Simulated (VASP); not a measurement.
An input for Quantum ESPRESSO's pw.x (written as the equivalent of a VASP run, and not itself run):

```
&CONTROL
  calculation = 'vc-relax'
  pseudo_dir = './pseudo'
  outdir = './out'
  tprnfor = .true.
  tstress = .true.
  nstep = 30
  forc_conv_thr = 0.00039
/
&SYSTEM
  ibrav = 0
  nat = 2
  ntyp = 1
  ecutwfc = 72
  occupations = 'smearing'
  smearing = 'methfessel-paxton'
  degauss = 0.00735
  input_dft = 'vdw-df-cx'
/
&ELECTRONS
  conv_thr = 7.3e-09
  electron_maxstep = 100
/
&IONS
/
&CELL
  cell_dofree = 'shape'
/
ATOMIC_SPECIES
  Sn 118.710 Sn.upf
CELL_PARAMETERS angstrom
    -2.8611493    2.8611493    1.5557409
     2.8611493   -2.8611493    1.5557409
     2.8611493    2.8611493   -1.5557409
ATOMIC_POSITIONS crystal
  Sn   0.2500000  0.7500000  0.5000000
  Sn   0.0000000  0.0000000  0.0000000
K_POINTS automatic
  13 13 13 0 0 0
```

Problem. Translate this input to VASP (INCAR, KPOINTS, POSCAR, choice of POTCAR).

Solution. One answer among several that fit: 
### KPOINTS
```
Automatic mesh
0
gamma
 13 13 13
0 0 0
```

INCAR:
```
AGGAC  =  0.0
ALGO  =  Normal
EDIFF  =  1E-7
EDIFFG  =  -0.01
ENCUT  =  520
GGA  =  CX
IBRION  =  2
ISIF  =  4
ISMEAR  =  1
LASPH  =  T
LCHARG  =  F
LMAXMIX  =  4
LREAL  =  F
LUSE_VDW  =  T
LWAVE  =  F
NELM  =  100
NSW  =  30
PREC  =  Accurate
SIGMA  =  0.1
SYSTEM  =  Sn
```

POSCAR:
```
Sn
1
   -2.8611492654     2.8611492654     1.5557409209
    2.8611492654    -2.8611492654     1.5557409209
    2.8611492654     2.8611492654    -1.5557409209
Sn
2
Direct
  0.2500000000   0.7500000000   0.5000000000
  0.0000000000   0.0000000000   0.0000000000
```

POTCAR, in this order: Sn_d (PBE.64 set). Program: vasp_std.

Limits of the translation: the potentials are each code's own (VASP's PAW set, PseudoDojo norm-conserving files in pw.x), so ENCUT and ecutwfc are chosen apart and not converted; conv_thr bounds pw.x's estimated SCF error, while EDIFF bounds the energy change between steps; forc_conv_thr acts on force components and is met together with etot_conv_thr.

The compound is Sn in the beta structure. This cell is one point of a volume scan, at 0.94 of the reference volume. Symmetry was kept, so distortions that lower it aren't found.
